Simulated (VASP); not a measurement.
Data:

```
CELL_PARAMETERS angstrom
      4.02152     0.00000     0.00000
      0.00000     4.02152     0.00000
      0.00000     0.00000     4.02152
ATOMIC_POSITIONS crystal
  Nb 0.00000 0.50000 0.50000
  Nb 0.50000 0.00000 0.50000
  Nb 0.50000 0.50000 0.00000
  Si 0.00000 0.00000 0.00000
```

These are PBEsol GGA with spin-orbit coupling, VASP's PBE PAW potentials (set 64) (plane waves; VASP) values and carry that method's errors. Settings: 400 eV cut-off, 7×7×7 Γ-centred mesh, Gaussian smearing of 0.050 eV, potentials Nb_sv Si.

**Question.** Give the energies of bands 35 to 48 at the high-symmetry points, in eV from the Fermi level.

**Answer.** 
```json
[
 {"band": "35", "Γ": "-2.92", "X": "-2.18", "M": "-1.40", "R": "-1.94"},
 {"band": "36", "Γ": "-2.92", "X": "-2.18", "M": "-1.40", "R": "-1.94"},
 {"band": "37", "Γ": "-2.92", "X": "-1.27", "M": "-1.27", "R": "-1.80"},
 {"band": "38", "Γ": "-2.92", "X": "-1.27", "M": "-1.27", "R": "-1.80"},
 {"band": "39", "Γ": "-0.18", "X": "0.09", "M": "-1.07", "R": "-0.07"},
 {"band": "40", "Γ": "-0.18", "X": "0.09", "M": "-1.07", "R": "-0.07"},
 {"band": "41", "Γ": "-0.17", "X": "0.15", "M": "0.14", "R": "-0.07"},
 {"band": "42", "Γ": "-0.17", "X": "0.15", "M": "0.14", "R": "-0.07"},
 {"band": "43", "Γ": "-0.17", "X": "0.18", "M": "0.20", "R": "0.02"},
 {"band": "44", "Γ": "-0.17", "X": "0.18", "M": "0.20", "R": "0.02"},
 {"band": "45", "Γ": "1.63", "X": "0.37", "M": "1.15", "R": "1.42"},
 {"band": "46", "Γ": "1.63", "X": "0.37", "M": "1.15", "R": "1.42"},
 {"band": "47", "Γ": "1.63", "X": "1.45", "M": "1.52", "R": "1.42"},
 {"band": "48", "Γ": "1.63", "X": "1.45", "M": "1.52", "R": "1.42"}
]
```

It has no gap at this level: it comes out as a metal or semimetal.

The structure comes from a computed database's Nb3Si entry (Pm-3m); how it stands against other phases isn't given here. It was relaxed first.
